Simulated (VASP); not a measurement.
Input:

```yaml
crystal:
  lattice:
    - [2.05098, -5.79155, 0.00000]
    - [2.05098, 5.79155, 0.00000]
    - [0.00000, 0.00000, 4.23725]
  atoms:
    - { symbol: Pb, position: [0.87299, 0.12701, 0.75000] }
    - { symbol: Pb, position: [0.12701, 0.87299, 0.25000] }
    - { symbol: S, position: [0.64115, 0.35885, 0.75000] }
    - { symbol: S, position: [0.35885, 0.64115, 0.25000] }
```

Level of theory: PBEsol GGA, VASP's PBE PAW potentials (set 64) (plane waves; VASP 6.6.1). Numerical set-up: 400 eV cut-off, 7×7×6 Γ-centred mesh, tetrahedra with Blöchl corrections, potentials Pb_d S.

**Question.** Predict the energy per atom (σ→0).

**Answer.** 
```
Item                            Value
---------------------  --------------
energy per atom (σ→0)  -4.695 eV/atom
```

Total energies compare only between runs with the same potentials, cut-off and functional.

The structure comes from a computed database's PbS entry (Cmcm); how it stands against other phases isn't given here. It was relaxed first, which changed the volume by -6 %.
